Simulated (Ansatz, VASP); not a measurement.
# SiAs5 in VASP and in Ansatz

```
Si As
1.0
     5.07735    0.00000    0.00000
    -2.53868    4.39712    0.00000
     0.00000    0.00000    5.25113
Si As
1 5
Cartesian
  0.0000 0.0000 2.6256
  3.6135 0.0000 0.0000
  -1.8068 3.1294 0.0000
  0.7319 1.2677 0.0000
  0.0000 2.9314 2.6256
  2.5387 1.4657 2.6256
```

Change from the starting cell: species swapped into the Hf5Sc type (P-62m, No. 189).

Alike in both runs: functional PBE; k mesh 3 × 3 × 4; occupations gaussian, width 0.1 eV; no spin polarisation.

Ansatz relaxed the structure, and its values are those at the end. VASP's run is a single point on that final structure, the one shown.

```csv
,VASP,Ansatz
version,VASP 6.6.1,Ansatz 0.2.0
potentials or method,"VASP PAW PBE potentials, release 64 (Si, As)","scalar-relativistic, plane waves, PAW"
plane-wave cutoff (eV),520,420
valence electrons in the cell,29,79
```

```csv
,VASP,Ansatz,Ansatz less VASP
gap on the k mesh at the Fermi level (eV),none,none,-
pressure (GPa),0.1,0.0,-0.12
rms of the force components (eV/Å),0.022,0.002,-0.0201
```

A gap of «none» marks a metal or a gap that the smearing closes. The functional is the same, so the differences come from potentials, cutoffs and numerics. The two sets of potentials don't hold the same shells in valence.

Caveats: the k mesh is coarse (spacing up to 0.48 Å⁻¹), so the values aren't converged.
